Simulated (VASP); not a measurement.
VASP ran on this input.

### KPOINTS
```
Automatic
0
Gamma
7 7 7
0 0 0
```

File POSCAR:
```
ZnSiP2
1
   -2.4484899237     2.4484899237     4.7702402564
    2.4484899237    -2.4484899237     4.7702402564
    2.4484899237     2.4484899237    -4.7702402564
Zn Si P
2 2 4
Direct
  0.0000000000   0.0000000000   0.0000000000
  0.7500000000   0.2500000000   0.5000000000
  0.5000000000   0.5000000000   0.0000000000
  0.2500000000   0.7500000000   0.5000000000
  0.8750000000   0.8670445132   0.4920445132
  0.1329554868   0.6250000000   0.0079554868
  0.3750000000   0.3829554868   0.5079554868
  0.6170445132   0.1250000000   0.9920445132
```

### INCAR
```
ENCUT=500
PSTRESS=450
NSW=40
IBRION=2   # conjugate gradients
SYSTEM=ZnSiP2
ALGO=Normal
LCHARG=.False.
GGA=PS
NELM=100
LMAXMIX=4
EDIFFG=-0.02   # ionic stop
LASPH=.True.
ISMEAR=0
LWAVE=.False.
PREC=Accurate
SIGMA=0.05   # width (eV)
EDIFF=1E-6   # SCF stop (eV)
ISIF=3   # ions, shape and volume
LREAL=.False.   # projection in real space or not
```

POTCAR, in this order: Zn Si P (PBE.64 set). Program: vasp_std.

Question: Translate this PBEsol calculation to Ansatz.

Answer: One equivalent input (not run):
Ansatz 0.2 input:
```yaml
crystal:
  lattice:
    - [-2.4484899, 2.4484899, 4.7702403]
    - [2.4484899, -2.4484899, 4.7702403]
    - [2.4484899, 2.4484899, -4.7702403]
  atoms:
    - { symbol: Zn, position: [0.0000000, 0.0000000, 0.0000000] }
    - { symbol: Zn, position: [0.7500000, 0.2500000, 0.5000000] }
    - { symbol: Si, position: [0.5000000, 0.5000000, 0.0000000] }
    - { symbol: Si, position: [0.2500000, 0.7500000, 0.5000000] }
    - { symbol: P, position: [0.8750000, 0.8670445, 0.4920445] }
    - { symbol: P, position: [0.1329555, 0.6250000, 0.0079555] }
    - { symbol: P, position: [0.3750000, 0.3829555, 0.5079555] }
    - { symbol: P, position: [0.6170445, 0.1250000, 0.9920445] }
kpoints:
  mp_grid: { grid: [7, 7, 7] }
hamiltonian:
  xc: pbesol
  pseudopotentials: { kind: paw }
scf:
  occupations: { method: gaussian, width: 0.05 }
  max_iter: 100
relax:
  max_steps: 40
  f_tol: 0.02
  cell: { p_target: 45 }
output: { forces: true, stress: true, eigenvalues: true }
```
What does not carry over: each code has its own PAW files, so the cut-off isn't converted (ENCUT is set for VASP's; basis.ecutwfc is left out, and Ansatz then takes the one that its files recommend); Ansatz stops its SCF on the density residual and VASP on the energy change (EDIFF).

The compound is ZnSiP2 in the chalcopyrite structure. It was relaxed first under an external pressure of 45 GPa.
